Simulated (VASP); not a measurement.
TeS2 under changes of volume

One of the cells (26.984 Å³/atom); the others are scaled copies at fixed shape and fractional positions:

```
Te S
1.0
    -1.99097    1.99097    5.10550
     1.99097   -1.99097    5.10550
     1.99097    1.99097   -5.10550
Te S
1 2
Direct
  0.00000 0.00000 0.00000
  0.39792 0.39792 0.00000
  0.60208 0.60208 0.00000
```

The cell was built by a generator and needn't be a form met in nature.

| Quantity | Value |
| --- | --- |
| Program | VASP 6.6.1 |
| Functional | PBE |
| Potentials or basis | VASP PAW PBE potentials, release 64 (Te, S) |
| Cutoff | 520 eV |
| k mesh | 9 × 9 × 9 |
| Occupations | fermi-dirac, width 0.05 eV |
| Spin | no spin polarisation |

```csv
volume (Å³/atom),energy over the lowest point (meV/atom),pressure (GPa),largest force (eV/Å)
24.868,?,?,?
25.397,4.74,2.0,0.481
25.926,0.00,0.8,0.204
26.984,1.60,-1.3,0.289
27.513,7.17,-2.1,0.510
28.042,15.48,-2.9,0.714
```

Q: What does the run at 24.868 Å³/atom give?

A: Energy over the lowest point 13.76 meV/atom; pressure 3.4 GPa; largest force 0.778 eV/Å.

Worked out: A Birch-Murnaghan fit of order 3 (a polynomial in V^(-2/3)) to the other rows has its minimum at 26.32 Å³/atom with B0 = V·E''(V) = 53 GPa and B' = 4.6 at fixed shape and positions, which overstates the stiffness. It gives 13.76 meV/atom at 24.868 Å³/atom, against the run's 13.76, and -dE/dV = 3.4 GPa, against 3.4.

Energies are extrapolated to zero smearing.

Caveats: this functional lacks dispersion, which binds the layers, so the pressure and a relaxed spacing across them are unreliable (some runs).
